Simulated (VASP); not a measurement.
Cu: single point with PBEsol

Crystal: Cu.

```xyz
1
Lattice="0.0000 1.7851 1.7851 1.7851 0.0000 1.7851 1.7851 1.7851 0.0000" Properties=species:S:1:pos:R:3 pbc="T T T"
Cu    0.0000    0.0000    0.0000
```

| Quantity | Value |
| --- | --- |
| Program | VASP 6.6.1 |
| Task | single point |
| Functional | PBEsol |
| Potentials or basis | VASP PAW PBE potentials, release 64 (Cu) |
| Cutoff | 900 eV |
| k mesh | 20 × 20 × 20 |
| Occupations | gaussian, width 0.1 eV |
| Spin | no spin polarisation |

- Pressure: 0.3 GPa
- Band gap on the k mesh: none (metal or under the smearing width)

Levels at points of the mesh, in eV from the Fermi level:
```tsv
k point	band 4	band 5	band 6	band 7	band 8	band 9
(0.00, 0.00, 0.00)	-3.11	-2.23	-2.23	22.92	25.82	25.82
(0.50, 0.00, 0.00)	-1.62	-1.62	-1.11	3.97	21.39	22.64
(0.50, 0.50, 0.00)	-1.48	-1.48	1.46	7.40	13.36	13.36
```

It took 34 s on 1 thread of Intel(R) Xeon(R) 6975P-C (Granite Rapids) (shared host), peak memory 0.21 GiB.

Caveat: the PAW data sets were made with another functional, which shifts forces and pressure a little.
